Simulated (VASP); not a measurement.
Method: PBEsol GGA, VASP's PBE PAW potentials (set 64) (plane waves; VASP 6.6.1).

Input for VASP

POSCAR:
```
Fe
1.0
 -1.3914976104   1.3914976104   1.3914976104
  1.3914976104  -1.3914976104   1.3914976104
  1.3914976104   1.3914976104  -1.3914976104
Fe
1
Direct
  0.0000000000   0.0000000000   0.0000000000
```

File KPOINTS:
```
K-points
0
Gamma
  16 16 16
0 0 0
```

INCAR:
```
SYSTEM  =  Fe
PREC  =  Accurate; ENCUT  =  480; LREAL  =  .FALSE.
LASPH  =  .TRUE.
EDIFF  =  1E-7; NELM  =  100; ALGO  =  Normal
LMAXMIX  =  4
ISMEAR  =  1; SIGMA  =  0.1
GGA  =  PS
ISPIN  =  2; MAGMOM  =  2.1
IBRION  =  2; NSW  =  40; ISIF  =  3
EDIFFG  =  -0.01; PSTRESS  =  200
LWAVE  =  .FALSE.; LCHARG  =  .FALSE.; LORBIT  =  10
```

POTCAR, in this order: Fe (PBE.64 set). Program: vasp_std.

Energy and stress use the plane-wave basis of the starting cell.

Task: Predict the energy per atom (σ→0), cell moment, volume per atom, band gap (on the k-mesh).

Result: 
* **energy per atom (σ→0)**: -8.871 eV/atom
* **cell moment**: 1.96 μB
* **band gap (on the k-mesh)**: none (metal, semimetal or under 0.01 eV)
* **volume per atom**: 10.02 Å^3/atom

OSZICAR:
```
...
       N       E                     dE             d eps       ncg     rms          rms(c)
DAV:   1    -0.887086886888E+01    0.17196E-02   -0.39569E-03  5414   0.115E+00    0.135E-01
DAV:   2    -0.887070531410E+01    0.16355E-03   -0.16467E-03  5490   0.635E-01    0.108E-01
DAV:   3    -0.887069331898E+01    0.11995E-04   -0.91450E-05  5572   0.159E-01    0.404E-02
DAV:   4    -0.887069175786E+01    0.15611E-05   -0.14419E-06  5611   0.202E-02    0.928E-03
DAV:   5    -0.887069060228E+01    0.11556E-05   -0.19935E-06  5406   0.172E-02    0.219E-03
DAV:   6    -0.887069060050E+01    0.17776E-08   -0.10072E-07  2838   0.356E-03
   7 F= -.76200791E+01 E0= -.76199954E+01  d E =-.883788E-05  mag=     1.9559
```

The compound is Fe in the bcc structure. This run relaxes it under an external pressure of 20 GPa. Symmetry was kept, so distortions that lower it aren't found.
